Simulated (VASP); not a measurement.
A convergence study with VASP on Ag (fcc): a few settings are varied, all else stays as given below, so the limit is that of these other settings. The cell's lengths are 1 % over those of the tabulated start, so it is off equilibrium.

```xyz
1
Lattice="0.0000 2.0654 2.0654 2.0654 0.0000 2.0654 2.0654 2.0654 0.0000" Properties=species:S:1:pos:R:3 pbc="T T T"
Ag     0.0000     0.0000     0.0000
```

Computed with PBEsol GGA, VASP's PBE PAW potentials (set 64) (plane waves; VASP 6.6.1). The last row used: 900 eV cut-off, 13×13×13 Γ-centred mesh, first-order Methfessel-Paxton smearing of 0.10 eV, potentials Ag_pv.

Energies of different potentials or hybrids have different zeros.

```tsv
setting	E (eV/atom)	pressure (GPa)	plane waves
ENCUT = 300, POTCAR Ag	-3.2980	-6.25	218
ENCUT = 400, POTCAR Ag	-3.2883	-6.42	331
ENCUT = 520, POTCAR Ag	-3.2881	-6.12	495
ENCUT = 700, POTCAR Ag	-3.2882	-6.04	751
ENCUT = 900, POTCAR Ag	-3.2879	-6.07	1093
ENCUT = 300, POTCAR Ag_pv	-3.2627	-17.26	218
ENCUT = 400, POTCAR Ag_pv	-3.2834	-7.47	331
ENCUT = 520, POTCAR Ag_pv	-3.2745	-6.23	495
ENCUT = 700, POTCAR Ag_pv	-3.2748	-5.80	751
ENCUT = 900, POTCAR Ag_pv	-3.2749	-5.59	1093
```

Left out are rungs that failed or repeat a setting and relaxations that didn't move; long series are thinned to 24 rows.

The compound is Ag in the fcc structure. The cell was not relaxed at this level.
